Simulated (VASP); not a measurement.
VASP input:

KPOINTS:
```
Automatic mesh
0
Gamma
11 11 6
0 0 0
```

**POSCAR**
```
Ti
1
    1.5045000000    -2.6058700000     0.0000000000
    1.5045000000     2.6058700000     0.0000000000
    0.0000000000     0.0000000000     4.7736000000
Ti
2
Direct
  0.3333330000   0.6666670000   0.2500000000
  0.6666670000   0.3333330000   0.7500000000
```

**INCAR**
```
SYSTEM = Ti
PREC = Accurate
ENCUT = 400
EDIFF = 1E-6
NELM = 60
ALGO = Normal
LREAL = .FALSE.
LASPH = .TRUE.
ISMEAR = 1
SIGMA = 0.1
GGA = PE
LMAXMIX = 4
LWAVE = .FALSE.
LCHARG = .FALSE.
ISIF = 2
IMIX = 1
AMIX = 1.5
BMIX = 0.0001
```

POTCAR, in this order: Ti_sv (PBE.64 set). Program: vasp_std.

What happens when VASP runs on this input?

There is a fault: simple mixing (IMIX = 1) with AMIX above 1 overshoots. The run did not converge; its last values are not results. Against the sound run, the energy per atom (σ→0) falls by 3635.045 eV/atom; the pressure rises by 10296.89 GPa.

**standard output**
```
...
DAV:  21    -0.605060509468E+04    0.11457E+04   -0.45281E+04  2760   0.132E+03    0.527E+02
DAV:  22    -0.719309196220E+04   -0.11425E+04   -0.69069E+04  3064   0.133E+03    0.520E+02
DAV:  23    -0.604304145754E+04    0.11501E+04   -0.45250E+04  2792   0.134E+03    0.516E+02
DAV:  24    -0.719438310403E+04   -0.11513E+04   -0.69085E+04  3048   0.132E+03    0.524E+02
DAV:  25    -0.607728593161E+04    0.11171E+04   -0.45713E+04  2808   0.137E+03    0.530E+02
DAV:  26    -0.722349896475E+04   -0.11462E+04   -0.69398E+04  3064   0.130E+03    0.524E+02
DAV:  27    -0.609880232900E+04    0.11247E+04   -0.45836E+04  2920   0.138E+03    0.525E+02
DAV:  28    -0.725070897655E+04   -0.11519E+04   -0.69670E+04  3064   0.127E+03    0.524E+02
DAV:  29    -0.612888505353E+04    0.11218E+04   -0.46106E+04  3008   0.139E+03    0.525E+02
DAV:  30    -0.728572951301E+04   -0.11568E+04   -0.70016E+04  3072   0.123E+03    0.520E+02
DAV:  31    -0.612924605403E+04    0.11565E+04   -0.46010E+04  2952   0.138E+03    0.517E+02
DAV:  32    -0.727239369394E+04   -0.11431E+04   -0.69876E+04  3072   0.124E+03    0.518E+02
DAV:  33    -0.613001687621E+04    0.11424E+04   -0.46100E+04  2944   0.139E+03    0.518E+02
DAV:  34    -0.727827663242E+04   -0.11483E+04   -0.69912E+04  3072   0.125E+03    0.521E+02
DAV:  35    -0.614890179504E+04    0.11294E+04   -0.46302E+04  2992   0.138E+03    0.523E+02
DAV:  36    -0.729281466193E+04   -0.11439E+04   -0.70015E+04  3072   0.124E+03    0.521E+02
DAV:  37    -0.615292434997E+04    0.11399E+04   -0.46296E+04  2952   0.138E+03    0.520E+02
DAV:  38    -0.729291533241E+04   -0.11400E+04   -0.70000E+04  3064   0.123E+03    0.518E+02
DAV:  39    -0.614649727075E+04    0.11464E+04   -0.46182E+04  3008   0.139E+03    0.517E+02
DAV:  40    -0.730309719980E+04   -0.11566E+04   -0.70225E+04  3072   0.121E+03    0.511E+02
DAV:  41    -0.613161559492E+04    0.11715E+04   -0.45998E+04  2944   0.138E+03    0.505E+02
DAV:  42    -0.727366688901E+04   -0.11421E+04   -0.69872E+04  3072   0.126E+03    0.512E+02
DAV:  43    -0.614117560206E+04    0.11325E+04   -0.46208E+04  2984   0.139E+03    0.518E+02
DAV:  44    -0.729205816786E+04   -0.11509E+04   -0.70061E+04  3072   0.122E+03    0.516E+02
DAV:  45    -0.614393264907E+04    0.11481E+04   -0.46168E+04  3000   0.139E+03    0.514E+02
DAV:  46    -0.729204866500E+04   -0.11481E+04   -0.70085E+04  3072   0.123E+03    0.512E+02
DAV:  47    -0.614158362606E+04    0.11505E+04   -0.46149E+04  2992   0.139E+03    0.511E+02
DAV:  48    -0.729035852090E+04   -0.11488E+04   -0.70040E+04  3072   0.123E+03    0.513E+02
DAV:  49    -0.614179852702E+04    0.11486E+04   -0.46150E+04  2984   0.138E+03    0.514E+02
DAV:  50    -0.729371670098E+04   -0.11519E+04   -0.70080E+04  3072   0.121E+03    0.514E+02
DAV:  51    -0.614075955320E+04    0.11530E+04   -0.46140E+04  2992   0.138E+03    0.513E+02
DAV:  52    -0.728891380149E+04   -0.11482E+04   -0.70041E+04  3072   0.124E+03    0.514E+02
DAV:  53    -0.613756845198E+04    0.11513E+04   -0.46113E+04  2984   0.139E+03    0.513E+02
DAV:  54    -0.729123802981E+04   -0.11537E+04   -0.70064E+04  3072   0.122E+03    0.515E+02
DAV:  55    -0.615183328904E+04    0.11394E+04   -0.46267E+04  2976   0.138E+03    0.519E+02
DAV:  56    -0.730241589518E+04   -0.11506E+04   -0.70149E+04  3072   0.122E+03    0.521E+02
DAV:  57    -0.615441625811E+04    0.11480E+04   -0.46262E+04  2984   0.139E+03    0.521E+02
DAV:  58    -0.729715393092E+04   -0.11427E+04   -0.70091E+04  3072   0.123E+03    0.517E+02
DAV:  59    -0.614211006369E+04    0.11550E+04   -0.46153E+04  2968   0.138E+03    0.514E+02
DAV:  60    -0.728567888567E+04   -0.11436E+04   -0.69968E+04  3072   0.126E+03

 -----------------------------------------------------------------------------
|                                                                             |
|           W    W    AA    RRRRR   N    N  II  N    N   GGGG   !!!           |
|           W    W   A  A   R    R  NN   N  II  NN   N  G    G  !!!           |
|           W    W  A    A  R    R  N N  N  II  N N  N  G       !!!           |
|           W WW W  AAAAAA  RRRRR   N  N N  II  N  N N  G  GGG   !            |
|           WW  WW  A    A  R   R   N   NN  II  N   NN  G    G                |
|           W    W  A    A  R    R  N    N  II  N    N   GGGG   !!!           |
|                                                                             |
|     The electronic self-consistency was not achieved in the given           |
|     number of steps (NELM). The forces and other quantities evaluated       |
|     might not be reliable so examine the results carefully. If you find     |
|     spurious results, we suggest increasing NELM, if you were close to      |
|     convergence or switching to a different ALGO or adjusting the           |
|     density mixing parameters otherwise.                                    |
|                                                                             |
 -----------------------------------------------------------------------------

   1 F= -.72856789E+04 E0= -.72856788E+04  d E =-.342934E-03
```

File OUTCAR:
```
------------------------ aborting loop EDIFF was not reached (unconverged)  ----------------------------
  FORCE on cell =-STRESS in cart. coord.  units (eV):
  Direction    XX          YY          ZZ          XY          YZ          ZX
  --------------------------------------------------------------------------------------
  Total     2313.7457118   2313.7449304   2583.6372863      0.0000000      0.0000000      0.0000000
  in kB    99038.7728560  99038.7394116 110591.3519527      0.0000000      0.0000000      0.0000000
  external PRESSURE =  102889.6214068 kB  Pullay stress =       0.0000000 kB
  volume of cell :       37.43
      direct lattice vectors                 reciprocal lattice vectors
     1.504500000 -2.605870000  0.000000000     0.332336324 -0.191874499  0.000000000
     1.504500000  2.605870000  0.000000000     0.332336324  0.191874499  0.000000000
     0.000000000  0.000000000  4.773600000     0.000000000  0.000000000  0.209485504
 POSITION                                       TOTAL-FORCE (eV/Angst)
 -----------------------------------------------------------------------------------
      1.50450      0.86863      1.19340         0.000000      0.000000      0.000000
      1.50450     -0.86863      3.58020        -0.000000     -0.000000      0.000000
 -----------------------------------------------------------------------------------
    total drift:                               -0.000003      0.000006     -0.000001
  FREE ENERGIE OF THE ION-ELECTRON SYSTEM (eV)
  ---------------------------------------------------
  free  energy   TOTEN  =     -7285.6788856690 eV

  energy  without entropy=    -7285.6785427350  energy(sigma->0) =    -7285.67877136
```
(Selected blocks of OUTCAR.)

To mend it, remove IMIX, remove AMIX, remove BMIX.

The mended run (PBE GGA, plane waves, VASP's PBE PAW potentials (set 64)) converges, and its OSZICAR ends with
```
   1 F= -.15588536E+02 E0= -.15588251E+02  d E =-.857697E-03
```

The compound is Ti in the hcp structure. The cell was not relaxed at this level.
